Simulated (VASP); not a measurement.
# Ga24CN23 (a cell with a defect) in VASP: a series of runs

One crystal, Ga24CN23 (a cell with a defect), is run at these levels: PBE, HSE06; tasks: relaxation of the atoms, single point.

All numbers are computed with VASP 6.6.1; they aren't measurements. Logs are shortened: lines on timing, memory, paths and dates and some standing lists are left out, and cuts for length are marked.

### Step 1. Starting point

The cell holds a defect, 48 atoms: a = 8.302 Å, b = 8.302 Å, c = 8.302 Å, α = 84.34°, β = 84.34°, γ = 84.34°.

### Step 2. Relaxation of the atoms, PBE, collinear spin, ferromagnetic start

The input, INCAR:

```
  PREC = Normal
  ENCUT = 450
  EDIFF = 1E-6
  ISMEAR = 0
  SIGMA = 0.01
  LREAL = Auto
  LASPH = True
  NELM = 150
  ALGO = Normal
  ISIF = 2
  LWAVE = False
  LCHARG = False
  ISPIN = 2
  MAGMOM = 0 0 0 0 0 0 0 0 0 0 0 0.2 0.2 0.2 0 0 0.2 0 0 0 0 0 0 0 0.2 0 0 0 0 0 0 0 0 0 0 0 0 0 0 0 0 0 0 0 0 0 0 0
  LORBIT = 11
  GGA = PE
  IBRION = 2
  NSW = 70
  EDIFFG = -0.025
  AMIX = 0.2
  BMIX = 1E-4
  AMIX_MAG = 0.8
  BMIX_MAG = 1E-4
  ICORELEVEL = 1
  ISYM = 0
  LUSENCCL = False
```

The input, KPOINTS:

```
Automatic mesh
0
Monkhorst-Pack
  2 2 2
```

The input, POSCAR:

```
Ga24CN23
1.0
   -3.2177240000     -5.5732640000      5.2440550000
    6.4354500000      0.0000000000      5.2440550000
   -3.2177260000      5.5732640000      5.2440550000
Ga C N
24 1 23
Direct
    0.8330620000      0.4997285000      0.6663955000
    0.6663953300      0.3330618300      0.9997288300
    0.9997286700      0.6663951700      0.3330621700
    0.6663953300      0.8330618300      0.4997288300
    0.9997286700      0.1663951700      0.8330621700
    0.1663953300      0.3330618300      0.4997288300
    0.4997286700      0.6663951700      0.8330621700
    0.8330620000      0.9997285000      0.1663955000
    0.3330620000      0.4997285000      0.1663955000
    0.3330620000      0.9997285000      0.6663955000
    0.1663953300      0.8330618300      0.9997288300
    0.4934854000      0.1685377700      0.3424061100
    0.6667455300      0.4984169700      0.3386279200
    0.4952754300      0.3407198300      0.6787558500
    0.8330620000      0.6663955000      0.9997285000
    0.4997286700      0.8330621700      0.1663951700
    0.8403867200      0.1665770700      0.5086386000
    0.9997286700      0.3330621700      0.1663951700
    0.3330620000      0.6663955000      0.4997285000
    0.6663953300      0.9997288300      0.8330618300
    0.1663953300      0.4997288300      0.8330618300
    0.1663953300      0.9997288300      0.3330618300
    0.9997286700      0.8330621700      0.6663951700
    0.3330620000      0.1663955000      0.9997285000
    0.6304233200      0.2950947600      0.4596879500
    0.4586046700      0.1252711700      0.7919381700
    0.7919380000      0.4586045000      0.1252715000
    0.4586046700      0.6252711700      0.2919381700
    0.7919380000      0.9586045000      0.6252715000
    0.9586046700      0.1252711700      0.2919381700
    0.2919380000      0.4586045000      0.6252715000
    0.6252713300      0.7919378300      0.9586048300
    0.1252713300      0.2919378300      0.9586048300
    0.1252713300      0.7919378300      0.4586048300
    0.9586046700      0.6252711700      0.7919381700
    0.2919380000      0.9586045000      0.1252715000
    0.7919380000      0.6252715000      0.4586045000
    0.6252713300      0.4586048300      0.7919378300
    0.9586046700      0.7919381700      0.1252711700
    0.6252713300      0.9586048300      0.2919378300
    0.9586046700      0.2919381700      0.6252711700
    0.1252713300      0.4586048300      0.2919378300
    0.4586046700      0.7919381700      0.6252711700
    0.7919380000      0.1252715000      0.9586045000
    0.2919380000      0.6252715000      0.9586045000
    0.2919380000      0.1252715000      0.4586045000
    0.1252713300      0.9586048300      0.7919378300
    0.4586046700      0.2919381700      0.1252711700
```

Potentials or basis: VASP PAW PBE potentials, release 64 (Ga_d, C, N).

Command:

```
cat potpaw_PBE.64/Ga_d/POTCAR potpaw_PBE.64/C/POTCAR potpaw_PBE.64/N/POTCAR > POTCAR
mpirun -np 1 vasp_std > vasp.out
```

OUTCAR:

```text
PREC = Normal
   ENCUT = 450
   EDIFF = 1E-6
   ISMEAR = 0
   LREAL = Auto
   LASPH = True
   NELM = 150
   ISIF = 2
   ISPIN = 2
   LORBIT = 11
   GGA = PE
   IBRION = 2
   NSW = 70
   EDIFFG = -0.025
   AMIX = 0.2
   AMIX_MAG = 0.8
   ISYM = 0

 ion  position               nearest neighbor table
   1  0.833  0.500  0.666-  41 1.97  38 1.97  37 1.97  35 1.98
   2  0.666  0.333  1.000-  44 1.97  48 1.97  38 1.97  27 1.98
   3  1.000  0.666  0.333-  42 1.97  37 1.97  39 1.97  34 1.98
   4  0.666  0.833  0.500-  37 1.97  43 1.97  40 1.97  29 1.98
   5  1.000  0.166  0.833-  47 1.97  44 1.97  41 1.97  33 1.98
   6  0.166  0.333  0.500-  46 1.97  41 1.97  42 1.97  31 1.98
[... 40 lines left out ...]
  47  0.125  0.959  0.792-   5 1.97  10 1.97  11 1.97  23 1.98
  48  0.459  0.292  0.125-   9 1.97   2 1.97  24 1.98  12 2.02

IMPORTANT INFORMATION: All symmetrisations will be switched off!
NOSYMM: (Re-)initialisation of all symmetry stuff for point group C_1.

----------------------------------------------------------------------------------------

                                     Primitive cell

  volume of cell :     564.2571

  direct lattice vectors                    reciprocal lattice vectors
    -3.217724000 -5.573264000  5.244055000    -0.051796430 -0.089714044  0.063564042
     6.435450000  0.000000000  5.244055000     0.103592859  0.000000019  0.063564042
    -3.217726000  5.573264000  5.244055000    -0.051796430  0.089714025  0.063564042

  length of vectors
     8.301513850  8.301513690  8.301514625     0.121539571  0.121539574  0.121539557

  position of ions in fractional coordinates (direct lattice)
     0.833062000  0.499728500  0.666395500
     0.666395330  0.333061830  0.999728830
     0.999728670  0.666395170  0.333062170
     0.666395330  0.833061830  0.499728830
     0.999728670  0.166395170  0.833062170
     0.166395330  0.333061830  0.499728830
[... 40 lines left out ...]
     0.125271330  0.958604830  0.791937830
     0.458604670  0.291938170  0.125271170

  ion indices of the primitive-cell ions
   primitive index   ion index
                 1           1
                 2           2
                 3           3
                 4           4
                 5           5
                 6           6
[... 40 lines left out ...]
                47          47
                48          48

----------------------------------------------------------------------------------------

 KPOINTS: Automatic mesh

Automatic generation of k-mesh.
 Grid dimensions read from file:
 generate k-points for:    2    2    2

 Generating k-lattice:

  Cartesian coordinates                     Fractional coordinates (reciprocal lattice)
    -0.025898215 -0.044857022  0.031782021     0.500000000  0.000000000  0.000000000
     0.051796430  0.000000009  0.031782021     0.000000000  0.500000000  0.000000000
    -0.025898215  0.044857013  0.031782021     0.000000000  0.000000000  0.500000000

  Length of vectors
     0.060769785  0.060769787  0.060769779

  Shift w.r.t. Gamma in fractional coordinates (k-lattice)
     0.500000000  0.500000000  0.500000000

 Subroutine IBZKPT returns following result:
 ===========================================

 Found      4 irreducible k-points:

 Following reciprocal coordinates:
            Coordinates               Weight
  0.250000  0.250000  0.250000      2.000000
 -0.250000  0.250000  0.250000      2.000000
  0.250000 -0.250000  0.250000      2.000000
  0.250000  0.250000 -0.250000      2.000000
   k-points           NKPTS =      4   k-points in BZ     NKDIM =      4   number of bands    NBANDS=    259
   number of dos      NEDOS =    301   number of ions     NIONS =     48
   total plane-waves  NPLWV = 110592
   dimension x,y,z NGX =    48 NGY =   48 NGZ =   48
   dimension x,y,z NGXF=    96 NGYF=   96 NGZF=   96
   ions per type =              24   1  23
   NGX,Y,Z   is equivalent  to a cutoff of   9.61,  9.61,  9.61 a.u.
   NGXF,Y,Z  is equivalent  to a cutoff of  19.22, 19.22, 19.22 a.u.
 SYSTEM =  unknown system
[... 37 lines left out ...]
  external PRESSURE =       3.6317143 kB  Pullay stress =       0.0000000 kB
[... 227 lines left out ...]
  FREE ENERGIE OF THE ION-ELECTRON SYSTEM (eV)
  ---------------------------------------------------
  free  energy   TOTEN  =      -289.2996218673 eV

  energy  without entropy=     -289.2981199719  energy(sigma->0) =     -289.29887092

[... ionic steps 4 to 9 ...]

--------------------------------------- Ionic step       10  -------------------------------------------

 number of electron     431.0000734 magnetization       1.0000006

------------------------ aborting loop because EDIFF is reached ----------------------------------------
[... 159 lines left out ...]
--------------------------------------- Ionic step       12  -------------------------------------------

 number of electron     431.0000729 magnetization       1.0000006

 Free energy of the ion-electron system (eV)
  ---------------------------------------------------
  ext. energy  EPLUGINS =         0.00000000
  ---------------------------------------------------
  free energy    TOTEN  =      -289.35764623 eV

  energy without entropy =     -289.35758088  energy(sigma->0) =     -289.35761356

 the core state eigenenergies are
   1-  1s -10217.3807  2s  -1250.7711  2p  -1087.2293  3s   -137.0633  3p    -87.8085

   2-  1s -10217.3393  2s  -1250.7362  2p  -1087.1935  3s   -137.0328  3p    -87.7782

   3-  1s -10217.3408  2s  -1250.7391  2p  -1087.1962  3s   -137.0392  3p    -87.7847
[... 65 lines left out ...]
  47-  1s   -370.3501
  48-  1s   -370.2575

 E-fermi :   5.0790     XC(G=0): -11.5223

 val. band max:        5.0613633489   @ k =  -0.2500   0.2500   0.2500
 cond. band min:       5.0978169133   @ k =   0.2500   0.2500  -0.2500
 fundamental gap:      0.0364535644
 Fermi energy:         5.0790076615

 spin component 1

 k-point     1 :       0.2500    0.2500    0.2500
  band No.  band energies     occupation
      1     -10.5864      1.00000
      2     -10.1950      1.00000
      3     -10.1911      1.00000
      4     -10.1534      1.00000
      5     -10.0122      1.00000
      6      -9.9942      1.00000
[... 909 lines left out ...]
    226      10.1440      0.00000
    227      10.1978      0.00000
 Fermi energy:         5.0790076615

 spin component 2

 k-point     1 :       0.2500    0.2500    0.2500
  band No.  band energies     occupation
      1     -10.5583      1.00000
      2     -10.1705      1.00000
      3     -10.1632      1.00000
      4     -10.1253      1.00000
      5      -9.9918      1.00000
      6      -9.9705      1.00000
[... 909 lines left out ...]
    226      10.1596      0.00000
    227      10.2107      0.00000
 [bands above 227 left out]

------------------------ aborting loop because EDIFF is reached ----------------------------------------

  FORCE on cell =-STRESS in cart. coord.  units (eV):
  Direction    XX          YY          ZZ          XY          YZ          ZX
  --------------------------------------------------------------------------------------
  -------------------------------------------------------------------------------------
  Total       -0.1718819     -0.7885194      2.7024420     -0.6825610     -0.1496769     -0.0469152
  in kB       -0.4880493     -2.2389579      7.6734370     -1.9380949     -0.4249994     -0.1332130
  external PRESSURE =       1.6488099 kB  Pullay stress =       0.0000000 kB
[... 63 lines left out ...]
  FREE ENERGIE OF THE ION-ELECTRON SYSTEM (eV)
  ---------------------------------------------------
  free  energy   TOTEN  =      -289.3576462289 eV

  energy  without entropy=     -289.3575808819  energy(sigma->0) =     -289.35761356

 reached required accuracy - stopping structural energy minimisation

 total charge

# of ion       s       p       d       tot
------------------------------------------
    1        0.782   0.851  10.157  11.790
    2        0.783   0.865  10.163  11.810
    3        0.783   0.867  10.164  11.815
    4        0.783   0.865  10.163  11.811
    5        0.783   0.867  10.164  11.814
    6        0.783   0.864  10.162  11.810
[... 40 lines left out ...]
   47        1.232   2.484   0.000   3.716
   48        1.233   2.485   0.000   3.718
--------------------------------------------------
tot         48.117  79.497 243.835 371.449

 magnetization (x)

# of ion       s       p       d       tot
------------------------------------------
    1       -0.001   0.001   0.003   0.003
    2       -0.001  -0.000   0.002   0.001
    3       -0.001  -0.000   0.001   0.001
    4       -0.001  -0.001   0.002   0.001
    5       -0.001  -0.000   0.002   0.001
    6       -0.001  -0.000   0.003   0.001
[... 40 lines left out ...]
   47        0.000   0.010   0.000   0.010
   48        0.000   0.017   0.000   0.017
--------------------------------------------------
tot         -0.008   0.685   0.098   0.774
```

Wall time 86 min (1 × NVIDIA H100 80GB with 1 thread of AMD EPYC 7R13 (Zen 3), shared host); peak memory 1.7 GiB.

Results:

- Free energy: -289.3576 eV
- Energy gained by relaxing: 6.3 meV/atom
- Ionic steps: 12
- Largest force after relaxing: 0.019 eV/Å
- Net moment: 1.00 μB per cell
- Site moments: Ga +0.00, -0.00, +0.02, +0.03, +0.01; C +0.15; N +0.03, +0.04, +0.05, +0.01, +0.02 μB
- Valence electrons inside the program's atomic spheres: Ga 11.79, 11.81, 11.82, 11.85, 11.84, 11.83, 11.80; C 2.41; N 3.71, 3.72

Forces in eV/Å, atoms in the order of the input:
```
Ga   0.006 -0.007  0.016
Ga   0.004  0.000 -0.001
Ga  -0.005  0.001  0.006
Ga   0.006 -0.001  0.002
Ga  -0.003  0.000 -0.001
Ga  -0.006 -0.005  0.000
Ga  -0.002  0.001 -0.005
Ga  -0.001  0.008  0.002
Ga   0.001  0.002 -0.003
Ga  -0.001  0.004 -0.007
Ga   0.002 -0.007  0.001
Ga   0.002  0.006  0.000
Ga  -0.001 -0.002  0.004
Ga   0.001  0.001  0.002
Ga   0.000 -0.008  0.005
Ga   0.001  0.002  0.004
Ga  -0.009  0.000  0.005
Ga   0.002  0.000 -0.003
Ga  -0.004  0.000  0.001
Ga  -0.001  0.002 -0.006
Ga  -0.003 -0.009  0.006
Ga   0.003  0.001 -0.001
Ga   0.004  0.000  0.012
Ga   0.004 -0.005 -0.007
C    0.001 -0.008 -0.005
N   -0.006 -0.001 -0.007
N    0.009 -0.003  0.002
N   -0.001  0.008 -0.002
N    0.001  0.004  0.000
N    0.001  0.007  0.000
N   -0.010  0.005  0.003
N   -0.006 -0.003 -0.004
N    0.010  0.002 -0.006
N   -0.007  0.003  0.006
N    0.004 -0.006  0.005
N   -0.004  0.006 -0.002
N   -0.002 -0.002 -0.005
N    0.001 -0.015 -0.007
N   -0.001  0.002  0.005
N    0.007 -0.003 -0.002
N    0.005  0.003  0.001
N    0.000  0.010  0.002
N   -0.008  0.000 -0.008
N    0.000  0.002 -0.003
N    0.002 -0.001  0.003
N    0.001 -0.001 -0.005
N    0.005  0.005  0.001
N    0.000 -0.002 -0.005
```

Step by step:
```csv
step,energy change (eV),largest force (eV/Å),pressure (GPa)
1,0.0000,1.5874,0.36
2,-0.2310,0.6275,0.20
3,-0.2467,0.6236,0.19
4,-0.2866,0.2197,0.16
5,-0.2892,0.1656,0.16
6,-0.2980,0.1494,0.16
7,-0.2986,0.1448,0.16
8,-0.3023,0.0632,0.16
9,-0.3029,0.0747,0.16
10,-0.3042,0.0320,0.16
11,-0.3042,0.0334,0.16
12,-0.3048,0.0189,0.16
```

Final structure:
```
Ga C N
1.0
    -3.21772   -5.57326    5.24406
     6.43545    0.00000    5.24406
    -3.21773    5.57326    5.24406
Ga C N
24 1 23
Direct
  0.83237 0.49950 0.66630
  0.66611 0.33363 0.00229
  0.00018 0.66661 0.33342
  0.66689 0.83484 0.49996
  0.99983 0.16637 0.83454
  0.16795 0.33301 0.50044
  0.49952 0.66748 0.83355
  0.83193 0.99995 0.16751
  0.33372 0.49911 0.16689
  0.33303 0.00053 0.66619
  0.16597 0.83297 0.00008
  0.50019 0.16745 0.33448
  0.66719 0.50052 0.33518
  0.50156 0.33308 0.66920
  0.83277 0.66736 0.99983
  0.49942 0.83333 0.16611
  0.83382 0.16769 0.50261
  0.99917 0.33336 0.16817
  0.33434 0.66624 0.49998
  0.66637 0.00074 0.83357
  0.16592 0.49948 0.83470
  0.16619 0.99885 0.33391
  0.00075 0.83228 0.66692
  0.33206 0.16636 0.00097
  0.62462 0.29224 0.45826
  0.45728 0.12457 0.79405
  0.79304 0.46035 0.12494
  0.45788 0.62677 0.29107
  0.79340 0.95783 0.62705
  0.95873 0.12466 0.29227
  0.29185 0.45933 0.62677
  0.62514 0.79286 0.95857
  0.12469 0.29189 0.96015
  0.12591 0.79128 0.45913
  0.95871 0.62503 0.79237
  0.29087 0.95827 0.12548
  0.79334 0.62847 0.45935
  0.62542 0.46010 0.79555
  0.95841 0.79235 0.12557
  0.62433 0.95661 0.29094
  0.96150 0.29226 0.62744
  0.12564 0.45866 0.29276
  0.45900 0.79262 0.62552
  0.79175 0.12591 0.95957
  0.29168 0.62540 0.95915
  0.28936 0.12379 0.45844
  0.12540 0.95847 0.79243
  0.45693 0.29136 0.12362
```

Core levels (eV, on the scale of the bands):
```
atom                                                    levels
1 Ga  1s -10217.4, 2s -1250.8, 2p -1087.2, 3s -137.1, 3p -87.8
2 Ga  1s -10217.3, 2s -1250.7, 2p -1087.2, 3s -137.0, 3p -87.8
3 Ga  1s -10217.3, 2s -1250.7, 2p -1087.2, 3s -137.0, 3p -87.8
4 Ga  1s -10217.3, 2s -1250.7, 2p -1087.2, 3s -137.0, 3p -87.8
5 Ga  1s -10217.4, 2s -1250.8, 2p -1087.2, 3s -137.1, 3p -87.8
6 Ga  1s -10217.4, 2s -1250.7, 2p -1087.2, 3s -137.0, 3p -87.8
```

Caveat: the k mesh is coarse (spacing up to 0.38 Å⁻¹), so the values aren't converged; the cutoff is under 1.25 times the usual one of these potentials, so pressure, stress and relaxed cells hold a basis-set (Pulay) error.

(Continued in part 2 of 2.)
